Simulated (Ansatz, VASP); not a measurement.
**One calculation of Tl3Mo, two programs**

```
Tl Mo
1.0
    -3.00849    3.00849    3.00849
     3.00849   -3.00849    3.00849
     3.00849    3.00849   -3.00849
Tl Mo
3 1
Direct
  0.00000 0.50000 0.50000
  0.50000 0.00000 0.50000
  0.50000 0.50000 0.00000
  0.00000 0.00000 0.00000
```

Change from the starting cell: species swapped into the Sb3Au type (Im-3m, No. 229).

Alike in both runs: functional PBE; k mesh 12 × 12 × 12; occupations gaussian, width 0.1 eV; no spin polarisation.

Ansatz relaxed the structure, and its values are those at the end. VASP's run is a single point on that final structure, the one shown.

|  | VASP | Ansatz |
| --- | --- | --- |
| version | VASP 6.6.1 | Ansatz 0.2.0 |
| potentials or method | VASP PAW PBE potentials, release 64 (Tl_d, Mo_sv) | scalar-relativistic, plane waves, PAW |
| plane-wave cutoff (eV) | 520 | 420 |
| valence electrons in the cell | 53 | 53 |

```csv
,VASP,Ansatz,Ansatz less VASP
gap on the k mesh at the Fermi level (eV),none,none,-
pressure (GPa),-0.1,0.0,+0.04
```

A gap of «none» marks a metal or a gap that the smearing closes. The functional is the same, so the differences come from potentials, cutoffs and numerics.

Spin-orbit coupling is left out, which matters for the levels of Tl.
